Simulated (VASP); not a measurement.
# CO on Pt(100): which site?, part 6 of 7

Where does CO sit on Pt(100), and how strongly does it bind?

VASP 6.6.1, plane waves and PAW; the level of theory is named at each step.

So far. Step 5 (Vacuum level and density of states): The vacuum level lies 5.66 eV above the Fermi level at the upper face; both faces agree, as the slab has next to no dipole. Step 7 (Going on with the relaxation): The run ended after 11 ionic steps, 0.001 eV below its first step, once the forces on the free atoms met EDIFFG = -0.03.

**8. Potential and states with the adsorbate, site ontop**

Level of this step: PBEsol; plane waves and PAW (Pt, C, O) (VASP).

A static run like the clean slab's shows how the vacuum level shifts, by charge transfer, by any dipole of the adsorbate and by the slab's own rearrangement.

Input file INCAR:

```
SYSTEM = Pt16CO
PREC = Normal
ENCUT = 440
EDIFF = 1E-06
NELM = 120
ISMEAR = 1
SIGMA = 0.15
LREAL = Auto
ALGO = Fast
GGA = PS
NBANDS = 105
LASPH = .TRUE.
LORBIT = 11
LWAVE = .FALSE.
LCHARG = .FALSE.
KPAR = 2
NCORE = 2
IDIPOL = 3
LDIPOL = .TRUE.
DIPOL = 0.5 0.5 0.528
LVHAR = .TRUE.
LVACPOTAV = .TRUE.
NEDOS = 1500
```

Input file POSCAR:

```
Pt16CO
1.0
    5.5379213700      0.0000000000      0.0000000000
    0.0000000000      5.5379213700      0.0000000000
    0.0000000000      0.0000000000     20.8738526316
Pt C O
16 1 1
Selective dynamics
Direct
    0.2500000000      0.2500000000      0.3593011900  F F F
    0.7500000000      0.2500000000      0.3593011900  F F F
    0.2500000000      0.7500000000      0.3593011900  F F F
    0.7500000000      0.7500000000      0.3593011900  F F F
    0.0000000000      0.0000000000      0.4531004000  F F F
    0.5000000000      0.0000000000      0.4531004000  F F F
    0.0000000000      0.5000000000      0.4531004000  F F F
    0.5000000000      0.5000000000      0.4531004000  F F F
    0.2476584478      0.2476584478      0.5453770815  T T T
    0.7523415522      0.2476584478      0.5453770815  T T T
    0.2476584478      0.7523415522      0.5453770815  T T T
    0.7523415522      0.7523415522      0.5453770815  T T T
    0.0000000000      0.0000000000      0.6461939076  T T T
    0.5000000000      0.0000000000      0.6341699361  T T T
    0.0000000000      0.5000000000      0.6341699361  T T T
    0.5000000000      0.5000000000      0.6358539238  T T T
    0.0000000000      0.0000000000      0.7337916041  T T T
    0.0000000000      0.0000000000      0.7892526132  T T T
```

Input file KPOINTS:

```
Automatic mesh
0
Gamma
4 4 1
0 0 0
```

Potentials, in the order of the species: Pt, C and O (PBE family, release 64).

The run is started by

```sh
> mpirun -np 4 vasp_std
```

Output:

```text
[... set-up lines as in an earlier step ...]
 entering main loop
       N       E                     dE             d eps       ncg     rms          rms(c)
DAV:   1     0.108233095651E+04    0.10823E+04   -0.70983E+04  1260   0.123E+03
DAV:   2    -0.484191645628E+02   -0.11308E+04   -0.10581E+04  1496   0.278E+02
DAV:   3    -0.126274578350E+03   -0.77855E+02   -0.72211E+02  1493   0.686E+01
DAV:   4    -0.128886968113E+03   -0.26124E+01   -0.25562E+01  1656   0.125E+01
DAV:   5    -0.128959514366E+03   -0.72546E-01   -0.72377E-01  1592   0.202E+00    0.487E+01
RMM:   6    -0.126525682650E+03    0.24338E+01   -0.26062E+01  1327   0.156E+01    0.394E+01
RMM:   7    -0.191600016526E+03   -0.65074E+02   -0.85085E+01  1671   0.173E+01    0.604E+01
RMM:   8    -0.144794990479E+03    0.46805E+02   -0.41623E+01  1444   0.136E+01    0.379E+01
RMM:   9    -0.129230626142E+03    0.15564E+02   -0.19787E+01  1388   0.115E+01    0.228E+01
RMM:  10    -0.122295882233E+03    0.69347E+01   -0.13308E+01  1362   0.870E+00    0.142E+01
RMM:  11    -0.121325569853E+03    0.97031E+00   -0.41744E+00  1357   0.506E+00    0.111E+01
RMM:  12    -0.120160676204E+03    0.11649E+01   -0.10688E+00  1313   0.274E+00    0.428E+00
RMM:  13    -0.120117169045E+03    0.43507E-01   -0.20894E-01  1397   0.978E-01    0.301E+00
RMM:  14    -0.120114188013E+03    0.29810E-02   -0.67415E-02  1402   0.596E-01    0.259E+00
RMM:  15    -0.120113209409E+03    0.97860E-03   -0.62120E-02  1380   0.640E-01    0.172E+00
RMM:  16    -0.120100220835E+03    0.12989E-01   -0.35294E-02  1340   0.488E-01    0.113E+00
RMM:  17    -0.120087632722E+03    0.12588E-01   -0.10838E-02  1333   0.271E-01    0.409E-01
RMM:  18    -0.120087756398E+03   -0.12368E-03   -0.35273E-03  1437   0.123E-01    0.508E-01
RMM:  19    -0.120086223826E+03    0.15326E-02   -0.14823E-03  1381   0.923E-02    0.321E-01
RMM:  20    -0.120085261601E+03    0.96223E-03   -0.25934E-03  1481   0.117E-01    0.239E-01
RMM:  21    -0.120085039566E+03    0.22203E-03   -0.44957E-04  1358   0.566E-02    0.138E-01
RMM:  22    -0.120084898275E+03    0.14129E-03   -0.17073E-04  1396   0.297E-02    0.671E-02
RMM:  23    -0.120084877685E+03    0.20590E-04   -0.99654E-05  1453   0.187E-02    0.281E-02
RMM:  24    -0.120084896743E+03   -0.19057E-04   -0.24719E-05  1390   0.111E-02    0.116E-02
RMM:  25    -0.120084929209E+03   -0.32466E-04   -0.11236E-05  1317   0.770E-03    0.206E-02
RMM:  26    -0.120084946899E+03   -0.17690E-04   -0.73665E-06  1130   0.486E-03    0.728E-03
RMM:  27    -0.120084963805E+03   -0.16906E-04   -0.27725E-06   948   0.376E-03    0.301E-03
RMM:  28    -0.120084980848E+03   -0.17043E-04   -0.12689E-06   858   0.215E-03    0.489E-03
RMM:  29    -0.120084995175E+03   -0.14326E-04   -0.10020E-06   848   0.186E-03    0.264E-03
RMM:  30    -0.120085002520E+03   -0.73452E-05   -0.29776E-07   572   0.105E-03    0.122E-03
RMM:  31    -0.120085007578E+03   -0.50579E-05   -0.17823E-07   506   0.902E-04    0.783E-04
RMM:  32    -0.120085008609E+03   -0.10313E-05   -0.42750E-08   262   0.659E-04    0.656E-04
RMM:  33    -0.120085009955E+03   -0.13462E-05   -0.40641E-08   297   0.677E-04    0.721E-04
RMM:  34    -0.120085010313E+03   -0.35829E-06   -0.20777E-08   233   0.628E-04
 [... a notice as in an earlier step ...]

   1 F= -.12008501E+03 E0= -.12008439E+03  d E =-.186654E-02
```

The job ended after 70 s (4 MPI ranks of Intel Xeon 6975P-C (Granite Rapids), shared host; peak memory 1.1 GiB; 4.6 min of CPU time).

From OUTCAR (step 8):

```text
   NELECT =     170.0000    total number of electrons

 dipolmoment           0.000000      0.000000      0.000552 electrons x Angstroem

 E-fermi :   0.8787

 k-point     1 :       0.0000    0.0000    0.0000
  band No.  band energies     occupation
    ...
     77       0.7402      2.03043
     78       0.7402      2.03043
     79       0.7513      2.00323
     80       0.8626      1.17977
     81       0.8740      1.05255
     82       1.0093     -0.01212
     83       1.1046     -0.05477
     84       1.1046     -0.05477
     85       1.3309     -0.00017
     86       1.4165     -0.00000
    ...

  Total      -12.3117592    -12.3117592     -3.9616117      0.0000000      0.0000000     -0.0000000
  in kB      -30.8130374    -30.8130374     -9.9148535      0.0000000      0.0000000     -0.0000000
  external PRESSURE =     -23.8469761 kB  Pullay stress =       0.0000000 kB

 POSITION                                       TOTAL-FORCE (eV/Angst)
 -----------------------------------------------------------------------------------
      1.38448      1.38448      7.50000         0.021997      0.021997      0.523236
      4.15344      1.38448      7.50000        -0.021997      0.021997      0.523236
      1.38448      4.15344      7.50000         0.021997     -0.021997      0.523236
      4.15344      4.15344      7.50000        -0.021997     -0.021997      0.523236
      0.00000      0.00000      9.45795        -0.000000      0.000000     -0.612936
      2.76896      0.00000      9.45795        -0.000000      0.000000     -0.347749
      0.00000      2.76896      9.45795        -0.000000      0.000000     -0.347749
      2.76896      2.76896      9.45795        -0.000000      0.000000     -0.864356
      1.37151      1.37151     11.38412         0.003719      0.003719      0.006765
      4.16641      1.37151     11.38412        -0.003719      0.003719      0.006765
      1.37151      4.16641     11.38412         0.003719     -0.003719      0.006765
      4.16641      4.16641     11.38412        -0.003719     -0.003719      0.006765
      0.00000      0.00000     13.48856        -0.000000      0.000000      0.018429
      2.76896      0.00000     13.23757        -0.000000      0.000000     -0.000178
      0.00000      2.76896     13.23757        -0.000000      0.000000     -0.000178
      2.76896      2.76896     13.27272        -0.000000      0.000000     -0.000299
      0.00000      0.00000     15.31706        -0.000000      0.000000      0.020036
      0.00000      0.00000     16.47474        -0.000000      0.000000      0.014979
 -----------------------------------------------------------------------------------
    total drift:                                0.000000      0.000000     -0.096207

  FREE ENERGIE OF THE ION-ELECTRON SYSTEM (eV)
  ---------------------------------------------------
  free  energy   TOTEN  =      -120.0850103135 eV

  energy  without entropy=     -120.0831437707  energy(sigma->0) =     -120.08438813

 vacuum level on the upper side and lower side of the slab         6.603         6.598

[... 9 parts as in an earlier step ...]

[... 8 further parts left out ...]
```

Numbers from this step:

```yaml
electronic_cycles: 34
fermi_energy: 0.8787 eV
dipole_moment: 0, 0, 5.52e-4 e·Å
vacuum_levels: 6.603, 6.598 eV
work_functions_of_the_upper_and_lower_face: 5.724, 5.719 eV
```

The planar average of the electrostatic potential oscillates, so the rows of the table below give means over windows of 1 Å about each position, cut where the curve ends. Its maxima inside the range that stand out by 2 % of the span (Å: eV): 8.5: -2.54, 10.4: -3.36, 12.4: -3.55, 14.7: 3.41, 15.9: 3.71. Its minima: 7.5: -17.7, 9.5: -18.2, 11.4: -18.3, 13.3: -17.5, 15.3: 2.40, 16.3: 2.97.

Zero at the Fermi level. The planar average of the electrostatic potential by height; means over each step:

height (Å), planar average of the electrostatic potential (eV) and a bar from the least value:
```
        0        5.7 ##############################
        1        5.7 ##############################
        2        5.7 ##############################
        3        5.7 ##############################
        4        5.7 ##############################
        5        5.6 ##############################
        6        4.4 ############################
        7       -9.5 ######
        8      -10.6 ####
        9      -11.5 ###
       10      -10.6 ####
       11      -12.9 #
       12       -9.6 ######
       13      -13.4 
       14       -6.0 ############
       15        2.8 #########################
       16        3.2 ##########################
       17        4.6 ############################
       18        5.7 ##############################
       19        5.7 ##############################
       20        5.7 ##############################
```

Density of states in the PAW spheres, an atom over height of the layer and energy from the Fermi level.

Values in states/eV, 22 rows by 8 columns, each cell a mean:
```
0.90 0.86 0.89 1.05 0.81 0.63 0.05 0.04
1.76 1.95 1.76 1.34 1.73 0.59 0.03 0.03
1.56 1.49 1.49 1.42 1.60 0.62 0.02 0.03
2.28 1.14 1.05 1.95 2.11 0.86 0.03 0.04
1.93 1.08 1.02 1.80 2.24 0.88 0.03 0.05
1.54 0.97 1.17 2.18 1.54 0.98 0.02 0.06
1.77 1.28 1.08 1.42 1.28 1.06 0.02 0.10
2.56 1.27 1.19 2.11 2.56 1.72 0.02 0.14
1.03 0.60 0.59 1.03 1.37 1.22 0.02 0.15
1.71 1.26 1.28 1.57 1.92 2.06 0.03 0.24
1.50 2.15 2.28 1.61 1.28 2.80 0.02 0.20
1.01 1.47 1.56 1.11 0.86 1.73 0.02 0.17
1.14 1.32 1.17 1.14 1.05 1.28 0.01 0.07
0.95 1.15 1.07 0.98 0.80 1.05 0.01 0.16
0.78 1.20 1.21 1.03 0.92 0.97 0.03 0.16
0.84 1.33 1.14 0.86 0.76 0.78 0.05 0.12
0.70 1.39 1.52 0.91 0.76 0.83 0.07 0.17
0.35 1.27 1.46 0.57 0.52 0.54 0.24 0.54
0.30 0.95 1.08 0.49 0.42 1.32 1.71 3.49
0.20 0.63 0.72 0.31 0.28 0.43 0.15 0.26
0.08 0.19 0.22 0.10 0.09 0.76 0.72 2.18
0.07 0.19 0.21 0.09 0.08 0.08 0.05 0.21
```
Columns: height of the layer (Å) from 7.5 to 16.5 (not evenly spaced); rows upwards: energy from the Fermi level (eV) from -7.9 to 0.5.

Force by atom:

| atom | x (eV/Å) | y (eV/Å) | z (eV/Å) | size |
| --- | --- | --- | --- | --- |
| Pt1 | 0.022 | 0.022 | 0.523 | 0.524 |
| Pt2 | -0.022 | 0.022 | 0.523 | 0.524 |
| Pt3 | 0.022 | -0.022 | 0.523 | 0.524 |
| Pt4 | -0.022 | -0.022 | 0.523 | 0.524 |
| Pt5 | 0.000 | 0.000 | -0.613 | 0.613 |
| Pt6 | 0.000 | 0.000 | -0.348 | 0.348 |
| Pt7 | 0.000 | 0.000 | -0.348 | 0.348 |
| Pt8 | 0.000 | 0.000 | -0.864 | 0.864 |
| Pt9 | 0.004 | 0.004 | 0.007 | 0.009 |
| Pt10 | -0.004 | 0.004 | 0.007 | 0.009 |
| Pt11 | 0.004 | -0.004 | 0.007 | 0.009 |
| Pt12 | -0.004 | -0.004 | 0.007 | 0.009 |
| Pt13 | 0.000 | 0.000 | 0.018 | 0.018 |
| Pt14 | 0.000 | 0.000 | 0.000 | 0.000 |
| Pt15 | 0.000 | 0.000 | 0.000 | 0.000 |
| Pt16 | 0.000 | 0.000 | 0.000 | 0.000 |
| C17 | 0.000 | 0.000 | 0.020 | 0.020 |
| O18 | 0.000 | 0.000 | 0.015 | 0.015 |

The map of layer states is cut here 0.5 eV above the Fermi level, so it leaves out the states above that.

At the end the adsorbate's closest contact with the slab is C-Pt at 1.83 Å, nearly straight above the slab's atom, and its lowest atom lies 1.83 Å above the highest atom of the slab.

The vacuum level lies 5.72 eV above the Fermi level at the upper face; both faces agree, as the slab has next to no dipole.

The program found no field-free point at its default tolerance, but its printed level agrees with the flat part of the planar average.

On this mesh the fine structure of the density of states is sampling noise, and high empty states may be cut by the number of bands.

**9. Relaxing the adsorbate, site hollow**

Input file INCAR:

```
SYSTEM = Pt16CO
PREC = Normal
ENCUT = 440
EDIFF = 1E-05
NELM = 120
ISMEAR = 1
SIGMA = 0.15
LREAL = Auto
ALGO = Fast
GGA = PS
NBANDS = 105
LASPH = .TRUE.
LORBIT = 11
LWAVE = .FALSE.
LCHARG = .FALSE.
KPAR = 2
NCORE = 2
IBRION = 2
NSW = 50
ISIF = 2
EDIFFG = -0.03
POTIM = 0.4
MAXMIX = 40
IDIPOL = 3
LDIPOL = .TRUE.
DIPOL = 0.5 0.5 0.523
```

Input file POSCAR:

```
Pt16CO
1.0
    5.5379213700      0.0000000000      0.0000000000
    0.0000000000      5.5379213700      0.0000000000
    0.0000000000      0.0000000000     20.8738526316
Pt C O
16 1 1
Selective dynamics
Direct
    0.2500000000      0.2500000000      0.3593011900  F F F
    0.7500000000      0.2500000000      0.3593011900  F F F
    0.2500000000      0.7500000000      0.3593011900  F F F
    0.7500000000      0.7500000000      0.3593011900  F F F
    0.0000000000      0.0000000000      0.4531004000  F F F
    0.5000000000      0.0000000000      0.4531004000  F F F
    0.0000000000      0.5000000000      0.4531004000  F F F
    0.5000000000      0.5000000000      0.4531004000  F F F
    0.2500000000      0.2500000000      0.5449528600  T T T
    0.7500000000      0.2500000000      0.5449528600  T T T
    0.2500000000      0.7500000000      0.5449528600  T T T
    0.7500000000      0.7500000000      0.5449528600  T T T
    0.0000000000      0.0000000000      0.6351123000  T T T
    0.5000000000      0.0000000000      0.6351123000  T T T
    0.0000000000      0.5000000000      0.6351123000  T T T
    0.5000000000      0.5000000000      0.6351123000  T T T
    0.2500000000      0.2500000000      0.6902051500  T T T
    0.2500000000      0.2500000000      0.7452980000  T T T
```

KPOINTS is that of step 8.

The run is started by

```sh
> mpirun -np 4 vasp_std
```

Output:

```text
[... set-up lines as in an earlier step ...]
 entering main loop
       N       E                     dE             d eps       ncg     rms          rms(c)
DAV:   1     0.109565063505E+04    0.10957E+04   -0.71126E+04  1260   0.123E+03
DAV:   2    -0.456323454866E+02   -0.11413E+04   -0.10622E+04  1504   0.280E+02
DAV:   3    -0.126517777801E+03   -0.80885E+02   -0.74921E+02  1496   0.698E+01
DAV:   4    -0.129332020603E+03   -0.28142E+01   -0.27559E+01  1616   0.129E+01
[...]
RMM:  28    -0.119681689231E+03   -0.31565E-04   -0.44545E-06   678   0.477E-03    0.199E-03
RMM:  29    -0.119681705189E+03   -0.15957E-04   -0.18391E-06   493   0.295E-03    0.499E-03
RMM:  30    -0.119681711747E+03   -0.65588E-05   -0.59523E-07   272   0.212E-03
   1 F= -.11968171E+03 E0= -.11967899E+03  d E =-.119682E+03
[... from here on, the cycles between the ionic steps are left out ...]
   2 F= -.11823313E+03 E0= -.11823379E+03  d E =0.144858E+01
   3 F= -.11960439E+03 E0= -.11960298E+03  d E =0.773235E-01
   5 F= -.11980217E+03 E0= -.11979986E+03  d E =-.120458E+00
   7 F= -.11985880E+03 E0= -.11985763E+03  d E =-.564559E-01
   9 F= -.11986783E+03 E0= -.11986732E+03  d E =-.654873E-01
  11 F= -.11987964E+03 E0= -.11987869E+03  d E =-.118038E-01
  13 F= -.11988065E+03 E0= -.11987969E+03  d E =-.101702E-02
  15 F= -.11988247E+03 E0= -.11988140E+03  d E =-.182304E-02
  17 F= -.11988362E+03 E0= -.11988149E+03  d E =-.297104E-02
  19 F= -.11988615E+03 E0= -.11988420E+03  d E =0.327512E-03
  21 F= -.11988742E+03 E0= -.11988559E+03  d E =-.943594E-03
  23 F= -.11988891E+03 E0= -.11988689E+03  d E =-.148602E-02
  25 F= -.11988892E+03 E0= -.11988689E+03  d E =-.150348E-02
  27 F= -.11988900E+03 E0= -.11988697E+03  d E =-.754736E-04
  29 F= -.11988909E+03 E0= -.11988705E+03  d E =-.920476E-04
  31 F= -.11988909E+03 E0= -.11988705E+03  d E =-.944547E-04
  32 F= -.11988910E+03 E0= -.11988706E+03  d E =-.116871E-04
 trial-energy change:   -0.000012  1 .order   -0.000012   -0.000020   -0.000003
 step:   0.2392(harm=  0.2392)  dis= 0.00044  next Energy=  -119.889105 (dE=-0.120E-04)
 reached required accuracy - stopping structural energy minimisation
```

Wall time 8.4 min (4 MPI ranks); peak memory 1.2 GiB.

OUTCAR, selected parts (step 9):

```text
  Total      -13.6247236    -13.6247236     -4.6090807     -0.0000000     -0.0000000      0.0000000
  in kB      -34.0990360    -34.0990360    -11.5352952     -0.0000000     -0.0000000      0.0000000
  external PRESSURE =     -26.5777891 kB  Pullay stress =       0.0000000 kB

 POSITION                                       TOTAL-FORCE (eV/Angst)
 -----------------------------------------------------------------------------------
      1.38448      1.38448      7.50000        -0.000000      0.000000      0.381794
      4.15344      1.38448      7.50000        -0.000000      0.000000      0.572116
      1.38448      4.15344      7.50000        -0.000000     -0.000000      0.572116
      4.15344      4.15344      7.50000        -0.000000      0.000000      0.685770
      0.00000      0.00000      9.45795        -0.076850     -0.076850     -0.555403
      2.76896      0.00000      9.45795         0.076850     -0.076850     -0.555403
      0.00000      2.76896      9.45795        -0.076850      0.076850     -0.555403
      2.76896      2.76896      9.45795         0.076850      0.076850     -0.555403
      1.38448      1.38448     11.33811        -0.000000     -0.000000     -0.005845
      4.15344      1.38448     11.37548        -0.000000     -0.000000      0.000452
      1.38448      4.15344     11.37548        -0.000000      0.000000      0.000452
      4.15344      4.15344     11.44129         0.000000     -0.000000     -0.006644
      0.01607      0.01607     13.32726         0.000019      0.000019     -0.002882
      2.75289      0.01607     13.32726        -0.000019      0.000019     -0.002882
[...]
-----------------------------------------------------------------------------------
    total drift:                                0.000000      0.000000     -0.029562

  FREE ENERGIE OF THE ION-ELECTRON SYSTEM (eV)
  ---------------------------------------------------
  free  energy   TOTEN  =      -119.8891044625 eV

  energy  without entropy=     -119.8829791316  energy(sigma->0) =     -119.88706269

[... 3 parts as in an earlier step ...]

[... 1 further part left out ...]
[key lines of the parts left out:]
E-fermi :   0.6212
```

Step by step (22 of 32):

```csv
step,energy less that of the first step (eV),largest force (eV/Å)
1,0.0000,4.6022
2,1.4486,7.9255
4,-0.1104,1.4688
5,-0.1205,0.9104
7,-0.1771,0.3045
8,-0.1860,0.3294
10,-0.1920,0.2014
11,-0.1979,0.3822
13,-0.1989,0.2183
14,-0.1989,0.2566
16,-0.2042,0.3024
17,-0.2019,0.3814
19,-0.2044,0.5881
20,-0.2057,0.1595
22,-0.2068,0.1015
23,-0.2072,0.0461
25,-0.2072,0.0421
26,-0.2073,0.0522
28,-0.2073,0.0505
29,-0.2074,0.0476
31,-0.2074,0.0481
32,-0.2074,0.0221
```

The atoms that moved most (Å):

| atom | dx | dy | dz | length |
| --- | --- | --- | --- | --- |
| O18 | 0.000 | 0.000 | 0.089 | 0.089 |
| Pt13 | 0.016 | 0.016 | 0.070 | 0.074 |
| Pt15 | 0.016 | -0.016 | 0.070 | 0.074 |
| Pt14 | -0.016 | 0.016 | 0.070 | 0.074 |
| Pt16 | -0.016 | -0.016 | 0.070 | 0.074 |
| Pt12 | 0.000 | 0.000 | 0.066 | 0.066 |
| Pt9 | 0.000 | 0.000 | -0.037 | 0.037 |
| C17 | 0.000 | 0.000 | 0.036 | 0.036 |

Final coordinates:

```
Pt C O
1.0
     5.53792    0.00000    0.00000
     0.00000    5.53792    0.00000
     0.00000    0.00000   20.87385
Pt C O
16 1 1
Direct
  0.25000 0.25000 0.35930
  0.75000 0.25000 0.35930
  0.25000 0.75000 0.35930
  0.75000 0.75000 0.35930
  0.00000 0.00000 0.45310
  0.50000 0.00000 0.45310
  0.00000 0.50000 0.45310
  0.50000 0.50000 0.45310
  0.25000 0.25000 0.54317
  0.75000 0.25000 0.54496
  0.25000 0.75000 0.54496
  0.75000 0.75000 0.54812
  0.00290 0.00290 0.63847
  0.49710 0.00290 0.63847
  0.00290 0.49710 0.63847
  0.49710 0.49710 0.63847
  0.25000 0.25000 0.69193
  0.25000 0.25000 0.74955
```

The run ended after 32 ionic steps, 0.207 eV below its first step, once the forces on the free atoms met EDIFFG = -0.03.

VASP counts the dipole in electrons times Å, so a positive number points the physical dipole along −c.

[end of part 6 of 7]

[Lines on the potential files, build, host, timing and source positions are cut from VASP's logs without a mark.]

[Logs are printed without paths, hosts, clocks, repeated set-up lines and the standing remarks that a program may print on its own settings, such as how far it seeks lower states.]

[Hosts, paths, dates, database ids (printed as entryN), source tags and the programs' standing remarks are cut or masked in the printed files.]

[Runs that stopped without an error message from VASP are left out.]
